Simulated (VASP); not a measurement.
VASP ran on this input.

**KPOINTS**
```
Automatic mesh
0
Gamma
6 6 2
0 0 0
```

### POSCAR
```
Cd4S3Se
1
    0.0000000000     2.9407548382     2.9407548382
    2.9407548382     0.0000000000     2.9407548382
   11.7717964694    11.7717964694    -0.0087771167
Cd Se S
4 1 3
Direct
  0.0107298773   0.0107298773   0.9919525921
  0.9897291468   0.9897291468   0.2577031399
  0.9966073036   0.9966073036   0.5025445223
  0.0031090794   0.0031090794   0.7476681905
  0.2472129823   0.2472129823   0.0645902633
  0.2442593090   0.2442593090   0.3168055183
  0.2508224469   0.2508224469   0.5618831648
  0.2575298548   0.2575298548   0.8068526089
```

INCAR:
```
ALGO = Normal
EDIFF = 1E-6
EDIFFG = -0.02
ENCUT = 400
GGA = PS
IBRION = 2
ISIF = 3
ISMEAR = 0
LASPH = .TRUE.
LCHARG = .FALSE.
LMAXMIX = 4
LREAL = .FALSE.
LWAVE = .FALSE.
NELM = 100
NSW = 60
PREC = Accurate
SIGMA = 0.05
SYSTEM = Cd4S3Se
```

POTCAR, in this order: Cd Se S (PBE.64 set). Program: vasp_std.

Q: Write an equivalent input for Ansatz.

A: One equivalent input (not run):
Ansatz 0.2 input:
```yaml
crystal:
  lattice:
    - [0.0000000, 2.9407548, 2.9407548]
    - [2.9407548, 0.0000000, 2.9407548]
    - [11.7717965, 11.7717965, -0.0087771]
  atoms:
    - { symbol: Cd, position: [0.0107299, 0.0107299, 0.9919526] }
    - { symbol: Cd, position: [0.9897291, 0.9897291, 0.2577031] }
    - { symbol: Cd, position: [0.9966073, 0.9966073, 0.5025445] }
    - { symbol: Cd, position: [0.0031091, 0.0031091, 0.7476682] }
    - { symbol: Se, position: [0.2472130, 0.2472130, 0.0645903] }
    - { symbol: S, position: [0.2442593, 0.2442593, 0.3168055] }
    - { symbol: S, position: [0.2508224, 0.2508224, 0.5618832] }
    - { symbol: S, position: [0.2575299, 0.2575299, 0.8068526] }
kpoints:
  mp_grid: { grid: [6, 6, 2] }
hamiltonian:
  xc: pbesol
  pseudopotentials: { kind: paw }
scf:
  occupations: { method: gaussian, width: 0.05 }
  max_iter: 100
relax:
  max_steps: 60
  f_tol: 0.02
  cell: {}
output: { forces: true, stress: true, eigenvalues: true }
```
What does not carry over: each code has its own PAW files, so the cut-off isn't converted (ENCUT is set for VASP's; basis.ecutwfc is left out, and Ansatz then takes the one that its files recommend); Ansatz stops its SCF on the density residual and VASP on the energy change (EDIFF).

The structure was generated: Cd4S3Se was put into an ordered model structure (R3m), which need not be its known phase. This run relaxes it. Symmetry was kept, so distortions that lower it aren't found. The start is the result of an earlier pass.
